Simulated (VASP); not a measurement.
Output of a VASP run:

File OUTCAR:
```
 ion  position               nearest neighbor table
   1  0.999  0.999  0.001-  39 1.88  71 1.89  47 1.89  36 1.89   3 3.08   4 3.08  32 3.08  35 3.08
                            34 3.08  24 3.09  26 3.09   9 3.09  12 3.09   5 3.10  17 3.10  13 3.10
   2  0.998  0.002  0.496-  38 1.85  62 1.87  37 1.87  70 1.93   6 3.03  25 3.06   4 3.06  35 3.07
                            12 3.09  33 3.10  26 3.12  10 3.13
   3  0.221  0.108  0.754-  38 1.88  48 1.88  36 1.89  52 1.90  34 3.07  11 3.07  13 3.07   1 3.08
                            26 3.09  15 3.09  17 3.10   7 3.14  18 3.14
   4  0.110  0.222  0.249-  53 1.84  37 1.89  41 1.89  39 1.92   6 3.06   2 3.06   5 3.08  17 3.08
                             1 3.08  35 3.09  27 3.09  12 3.09   8 3.10  19 3.11  16 3.11
   5  0.999  0.333  0.001-  39 1.88  63 1.89  43 1.89  40 1.89   7 3.08   4 3.08  28 3.08  27 3.08
                            30 3.08  24 3.09  26 3.09   9 3.09   8 3.09   1 3.10  17 3.10  20 3.10
   6  0.998  0.329  0.496-  42 1.85  62 1.87  41 1.87  66 1.93   2 3.03   4 3.06  25 3.06  27 3.07
                             8 3.09  29 3.10  26 3.12  10 3.13
   7  0.221  0.446  0.754-  42 1.88  40 1.89  56 1.89  52 1.90  30 3.07  11 3.07  20 3.08   5 3.08
                            26 3.09  22 3.09  17 3.10  18 3.14   3 3.14
   8  0.111  0.556  0.251-  45 1.89  41 1.89  57 1.90  43 1.91   6 3.09  21 3.09  10 3.09   9 3.09
                            12 3.09  31 3.09   5 3.09  20 3.09  19 3.09   4 3.10  27 3.10  23 3.10
   9  1.000  0.667  0.001-  47 1.89  43 1.89  67 1.89  44 1.90  34 3.08  11 3.08  30 3.08   8 3.09
                            12 3.09  31 3.09  13 3.09   1 3.09  28 3.09   5 3.09  20 3.09  32 3.09
  10  0.000  0.667  0.499-  45 1.89  70 1.89  66 1.89  46 1.89   8 3.09  12 3.09  31 3.09  30 3.13
                            11 3.13  34 3.13  29 3.13   6 3.13  21 3.13  14 3.13   2 3.13  33 3.13
  11  0.222  0.778  0.753-  44 1.89  48 1.89  56 1.89  46 1.92   3 3.07   7 3.07  20 3.08  13 3.08
                             9 3.08  30 3.09  34 3.09  22 3.10  15 3.10  10 3.13
  12  0.111  0.889  0.251-  45 1.89  37 1.89  49 1.90  47 1.91   2 3.09  14 3.09  10 3.09   9 3.09
                            31 3.09   8 3.09   1 3.09  13 3.09   4 3.09  16 3.10  23 3.10  35 3.10
  13  0.334  1.000  0.001-  51 1.88  59 1.89  47 1.89  48 1.89   3 3.07  16 3.08  23 3.08  20 3.08
                            11 3.08  24 3.09  15 3.09   9 3.09  12 3.09  28 3.10  17 3.10   1 3.10
  14  0.338  0.003  0.496-  38 1.85  50 1.87  49 1.87  46 1.93  29 3.03  16 3.06  25 3.06  23 3.07
                            12 3.09  21 3.10  15 3.12  10 3.13
  15  0.556  0.111  0.752-  64 1.89  48 1.89  60 1.89  50 1.92  24 3.08  28 3.09  13 3.09  18 3.09
                             3 3.09  30 3.10  11 3.10  22 3.10  26 3.10  25 3.12  29 3.12  14 3.12
  16  0.445  0.222  0.249-  53 1.84  65 1.89  49 1.89  51 1.92  14 3.06  29 3.06  17 3.08  28 3.08
                            13 3.08  23 3.09  27 3.09  31 3.10  12 3.10  19 3.11   4 3.11
  17  0.333  0.333  0.002-  51 1.89  39 1.89  55 1.89  52 1.94   4 3.08  16 3.08  19 3.08  13 3.10
                             5 3.10   7 3.10   1 3.10   3 3.10  28 3.10  18 3.10  20 3.10  32 3.10
  18  0.559  0.446  0.754-  54 1.88  64 1.89  68 1.89  52 1.90  34 3.07  30 3.07  28 3.08  32 3.08
                            15 3.09  22 3.09  17 3.10   7 3.14   3 3.14
  19  0.445  0.557  0.249-  53 1.84  69 1.89  57 1.89  55 1.92  21 3.06  33 3.06  20 3.08  32 3.08
                            17 3.08  35 3.09  23 3.09   8 3.09  31 3.09  16 3.11   4 3.11
  20  0.334  0.668  0.001-  55 1.88  59 1.89  43 1.89  56 1.89   7 3.08  19 3.08  13 3.08  23 3.08
                            11 3.08  24 3.09  22 3.09   9 3.09   8 3.09  32 3.09  17 3.10   5 3.10
  21  0.338  0.669  0.497-  42 1.85  58 1.87  57 1.87  46 1.93  33 3.03  19 3.06  25 3.06  23 3.07
                             8 3.09  14 3.10  22 3.12  10 3.13
  22  0.556  0.778  0.752-  68 1.89  56 1.89  60 1.89  58 1.92  24 3.08  32 3.09  20 3.09   7 3.09
                            18 3.09  34 3.10  26 3.10  11 3.10  15 3.10  25 3.12  33 3.12  21 3.12
  23  0.445  0.889  0.250-  61 1.89  57 1.89  49 1.89  59 1.90  14 3.07  21 3.07  35 3.08  13 3.08
                            27 3.08  20 3.08  16 3.09  19 3.09  24 3.09  25 3.10  12 3.10   8 3.10
  24  0.667  0.000  0.000-  63 1.89  71 1.89  59 1.89  60 1.90  15 3.08  22 3.08  26 3.08  28 3.09
                             5 3.09  13 3.09   1 3.09  20 3.09  32 3.09  35 3.09  23 3.09  27 3.09
  25  0.667  0.000  0.500-  61 1.89  58 1.89  62 1.89  50 1.89  14 3.06   6 3.06   2 3.06  21 3.06
                            29 3.06  33 3.06  35 3.10  27 3.10  23 3.10  15 3.12  26 3.12  22 3.12
  26  0.889  0.111  0.752-  36 1.89  40 1.89  60 1.89  62 1.92  24 3.08   1 3.09   5 3.09   3 3.09
                             7 3.09  30 3.10  22 3.10  34 3.10  15 3.10  25 3.12   2 3.12   6 3.12
  27  0.777  0.222  0.250-  61 1.89  41 1.89  65 1.89  63 1.90  29 3.07   6 3.07  35 3.08  23 3.08
                            28 3.08   5 3.08  16 3.09   4 3.09  24 3.09  25 3.10   8 3.10  31 3.10
  28  0.667  0.333  0.001-  51 1.88  63 1.89  67 1.89  64 1.89  18 3.08  16 3.08  27 3.08   5 3.08
                            30 3.08  24 3.09  15 3.09   9 3.09  31 3.09  13 3.10  17 3.10  32 3.10
  29  0.664  0.329  0.497-  54 1.85  50 1.87  65 1.87  66 1.93  14 3.03  16 3.06  25 3.06  27 3.07
                            31 3.09   6 3.10  15 3.12  10 3.13
  30  0.889  0.445  0.753-  44 1.89  40 1.89  64 1.89  66 1.92   7 3.07  18 3.07   5 3.08   9 3.08
                            28 3.08  11 3.09  34 3.09  26 3.10  15 3.10  10 3.13
  31  0.778  0.556  0.251-  45 1.89  65 1.89  69 1.90  67 1.91  33 3.09  29 3.09  10 3.09   9 3.09
                            12 3.09   8 3.09  32 3.09  28 3.09  19 3.09  16 3.10  27 3.10  35 3.10
  32  0.667  0.668  0.001-  55 1.88  71 1.88  67 1.89  68 1.89  18 3.08  19 3.08   1 3.08  35 3.08
                            34 3.08  24 3.09  22 3.09  31 3.09   9 3.09  20 3.09  17 3.10  28 3.10
  33  0.664  0.669  0.496-  54 1.85  58 1.87  69 1.87  70 1.93  21 3.03  25 3.06  19 3.06  35 3.07
                            31 3.09   2 3.10  22 3.12  10 3.13
  34  0.889  0.778  0.753-  44 1.89  36 1.89  68 1.89  70 1.92   3 3.07  18 3.07   1 3.08   9 3.08
                            32 3.08  30 3.09  11 3.09  22 3.10  26 3.10  10 3.13
  35  0.777  0.889  0.250-  61 1.89  69 1.89  37 1.89  71 1.90  33 3.07   2 3.07  23 3.08  27 3.08
                            32 3.08   1 3.08   4 3.09  19 3.09  24 3.09  25 3.10  31 3.10  12 3.10
  36  0.999  1.000  0.814-   3 1.89  26 1.89  34 1.89   1 1.89
  37  0.999  1.000  0.312-   2 1.87   4 1.89  35 1.89  12 1.89
  38  0.206  0.079  0.570-   2 1.85  14 1.85   3 1.88
  39  0.109  0.221  0.060-   1 1.88   5 1.88  17 1.89   4 1.92
  40  0.999  0.333  0.814-   7 1.89  26 1.89  30 1.89   5 1.89
  41  0.999  0.333  0.312-   6 1.87   4 1.89  27 1.89   8 1.89
  42  0.206  0.461  0.569-  21 1.85   6 1.85   7 1.88
  43  0.111  0.556  0.062-   9 1.89  20 1.89   5 1.89   8 1.91
  44  0.000  0.667  0.814-  30 1.89  34 1.89  11 1.89   9 1.90
...
```

OSZICAR:
```
       N       E                     dE             d eps       ncg     rms          rms(c)
DAV:   1    -0.615514835945E+03   -0.61551E+03   -0.11453E+01   712   0.790E+00    0.157E+01
DAV:   2    -0.615596405017E+03   -0.81569E-01   -0.39632E-01   780   0.146E+00    0.112E+01
DAV:   3    -0.615580086753E+03    0.16318E-01   -0.87243E-02   832   0.673E-01    0.673E+00
DAV:   4    -0.615575178119E+03    0.49086E-02   -0.11014E-02   806   0.238E-01    0.391E+00
DAV:   5    -0.615572367974E+03    0.28101E-02   -0.29394E-03   796   0.130E-01    0.223E+00
DAV:   6    -0.615571629190E+03    0.73878E-03   -0.12255E-03   804   0.733E-02    0.128E+00
DAV:   7    -0.615571358415E+03    0.27078E-03   -0.15149E-04   814   0.325E-02    0.742E-01
DAV:   8    -0.615571280132E+03    0.78283E-04   -0.88509E-05   812   0.228E-02    0.420E-01
DAV:   9    -0.615571258394E+03    0.21737E-04   -0.21333E-05   566   0.124E-02    0.241E-01
DAV:  10    -0.615571251888E+03    0.65067E-05   -0.10831E-05   428   0.906E-03
   1 F= -.61557125E+03 E0= -.61557125E+03  d E =-.164634E-14  mag=     1.0000
```

OUTCAR:
```
------------------------ aborting loop because EDIFF is reached ----------------------------------------
  volume of cell :      755.65
      direct lattice vectors                 reciprocal lattice vectors
     4.640980826 -8.038414841  0.000000000     0.107735847 -0.062201318  0.000000000
     4.640980826  8.038414841  0.000000000     0.107735847  0.062201318  0.000000000
     0.000000000  0.000000000 10.127683410     0.000000000  0.000000000  0.098739263
  FREE ENERGIE OF THE ION-ELECTRON SYSTEM (eV)
  ---------------------------------------------------
  free  energy   TOTEN  =      -615.5712518877 eV

  energy  without entropy=     -615.5712518877  energy(sigma->0) =     -615.57125189

  exchange ACFDT corr.  =         0.00000000  see jH, gK, PRB 81, 115126

 total charge

# of ion       s       p       d       tot
------------------------------------------
    1        0.704   0.984   0.000   1.687
    2        0.711   0.991   0.000   1.702
    3        0.707   0.991   0.000   1.697
    4        0.706   0.990   0.000   1.696
    5        0.704   0.984   0.000   1.687
    6        0.711   0.991   0.000   1.702
    7        0.707   0.991   0.000   1.697
    8        0.705   0.974   0.000   1.679
    9        0.703   0.978   0.000   1.680
   10        0.706   0.983   0.000   1.689
   11        0.706   0.976   0.000   1.682
   12        0.705   0.974   0.000   1.679
   13        0.704   0.984   0.000   1.687
   14        0.711   0.991   0.000   1.702
   15        0.705   0.973   0.000   1.678
   16        0.706   0.990   0.000   1.696
   17        0.701   0.964   0.000   1.664
   18        0.707   0.991   0.000   1.697
   19        0.706   0.990   0.000   1.696
   20        0.704   0.984   0.000   1.687
   21        0.711   0.991   0.000   1.702
   22        0.705   0.973   0.000   1.678
   23        0.706   0.978   0.000   1.684
   24        0.704   0.979   0.000   1.683
   25        0.706   0.976   0.000   1.681
   26        0.705   0.973   0.000   1.678
   27        0.706   0.978   0.000   1.684
   28        0.704   0.984   0.000   1.687
   29        0.711   0.991   0.000   1.702
   30        0.706   0.976   0.000   1.682
   31        0.705   0.974   0.000   1.679
   32        0.704   0.984   0.000   1.688
   33        0.711   0.991   0.000   1.702
   34        0.706   0.976   0.000   1.683
   35        0.706   0.978   0.000   1.685
   36        0.828   1.727   0.000   2.556
   37        0.827   1.729   0.000   2.556
   38        0.890   1.537   0.000   2.427
   39        0.830   1.723   0.000   2.553
   40        0.828   1.727   0.000   2.555
   41        0.827   1.729   0.000   2.556
   42        0.889   1.537   0.000   2.426
   43        0.827   1.721   0.000   2.548
   44        0.826   1.728   0.000   2.554
   45        0.826   1.724   0.000   2.550
   46        0.846   1.648   0.000   2.494
   47        0.827   1.722   0.000   2.548
   48        0.828   1.727   0.000   2.555
   49        0.827   1.729   0.000   2.556
   50        0.831   1.720   0.000   2.551
   51        0.830   1.722   0.000   2.552
   52        0.831   1.680   0.000   2.512
...
```
(Selected blocks of OUTCAR.)

File POSCAR:
```
C36Si35
1
    4.6409808260    -8.0384148411     0.0000000000
    4.6409808260     8.0384148411     0.0000000000
    0.0000000000     0.0000000000    10.1276834096
Si C
35 36
Direct
  0.9991330457   0.9994970142   0.0012963218
  0.9977711617   0.0024153316   0.4964903001
  0.2205061002   0.1076977277   0.7535978578
  0.1100282890   0.2217389540   0.2491683035
  0.9992554979   0.3330866170   0.0012572104
  0.9979679427   0.3288052188   0.4964651827
  0.2206846506   0.4461093998   0.7535393204
  0.1109884107   0.5557078249   0.2505102467
  0.9999982892   0.6667140749   0.0013335181
  0.0000180967   0.6666805424   0.4994208087
  0.2219334948   0.7776364552   0.7528631114
  0.1109587307   0.8888048043   0.2505116799
  0.3335660103   0.9995422720   0.0012841706
  0.3379002559   0.0025008473   0.4964876132
  0.5555029278   0.1113357350   0.7521510103
  0.4449115836   0.2217966710   0.2492234054
  0.3332344250   0.3332579582   0.0018442815
  0.5588733826   0.4461523504   0.7535943136
  0.4448504622   0.5566067990   0.2491529163
  0.3336632517   0.6675063631   0.0012668587
  0.3379864752   0.6689176024   0.4965013202
  0.5555306692   0.7777106590   0.7521371253
  0.4452804568   0.8894401615   0.2495122167
  0.6666565709   0.0001422713   0.0000849555
  0.6666768717   0.0001691663   0.4997405666
  0.8891226926   0.1112308814   0.7521385836
  0.7773186424   0.2215192752   0.2495318408
  0.6671286003   0.3331303469   0.0012864024
  0.6642430124   0.3289267084   0.4965042245
  0.8891579613   0.4448012652   0.7528445344
  0.7778629765   0.5557572395   0.2505172257
  0.6671235732   0.6675536733   0.0013112026
  0.6641904424   0.6689489545   0.4964741809
  0.8890401546   0.7776251964   0.7528829395
  0.7772151359   0.8894524176   0.2495190193
  0.9988998079   0.9995085388   0.8144204305
  0.9992829000   0.9999518288   0.3115800263
  0.2059439380   0.0787883897   0.5695482144
  0.1094010163   0.2213628650   0.0599401867
  0.9990503713   0.3327845576   0.8143369788
  0.9993985083   0.3328922100   0.3115992426
  0.2063571922   0.4605807991   0.5694653074
  0.1111607807   0.5555880808   0.0619055953
  0.0000135721   0.6666733817   0.8135916362
  0.9999287468   0.6667579910   0.3131656806
  0.2209014457   0.7771727359   0.5633368327
  0.1110652456   0.8889496107   0.0619560871
  0.3339450962   0.9995408495   0.8144033060
  0.3337910524   0.0000302771   0.3116070731
  0.5556256596   0.1112168624   0.5622275078
  0.4452089850   0.2214227761   0.0599744840
  0.3333444910   0.3332705964   0.8101008536
  0.3332195746   0.3333945002   0.2881583515
  0.5877129109   0.4607207528   0.5695380958
  0.4452182074   0.5571709876   0.0599550486
  0.3339773127   0.6677506389   0.8143544196
  0.3338188775   0.6673900714   0.3115873643
  0.5557039672   0.7781653249   0.5622399878
  0.4450679931   0.8892797385   0.0618266873
  0.6667136796   0.0001549983   0.8125183635
  0.6665990136   0.0001552004   0.3130154834
  0.8887457709   0.1111142642   0.5622186944
  0.7774800920   0.2217029600   0.0618098852
  0.6672204279   0.3328777021   0.8144010007
  0.6666683669   0.3329667494   0.3115830791
  0.8896287110   0.4457798403   0.5632979655
  0.7777034589   0.5556583617   0.0619346464
  0.6671287506   0.6677908216   0.8144288853
  0.6666548208   0.6673901997   0.3115782276
  0.8895487754   0.7770690581   0.5633647219
  0.7773552357   0.8892736994   0.0618478797
```

### Question
Write an INCAR and KPOINTS that could have produced this output.

### Answer
One answer among several that fit: the input of the run itself, HSE06 screened hybrid, plane waves, VASP's PBE PAW potentials (set 64).

File KPOINTS:
```
K-points
0
Gamma
  1 1 1
```

### INCAR
```
SYSTEM = C36Si35
PREC = Normal
ENCUT = 400
EDIFF = 1E-5
NELM = 50
ALGO = Normal
LREAL = Auto
LASPH = .TRUE.
ISMEAR = 0
SIGMA = 0.05
GGA = PE
LWAVE = .FALSE.
LCHARG = .FALSE.
NELMIN = 4
ISYM = 0
NELECT = 283.0
ISPIN = 2
NUPDOWN = 1
MAGMOM = 71*0.0141
LORBIT = 10
HFSCREEN = 0.2
AEXX = 0.25
LHFCALC = .TRUE.
PRECFOCK = Fast
ISIF = 0
```

POTCAR, in this order: Si C (PBE.64 set). Program: vasp_gam. Read from the step before: WAVECAR.

The cell is charged, with a uniform compensating background. The supercell is sampled at Γ alone, which is coarse: total energies, pressure and levels can be off, energies of defects by several tenths of an eV.

The cell is a supercell with a defect, built from SiC (4h): vac_Si, charge +1. The cell's shape comes from a PBE relaxation.
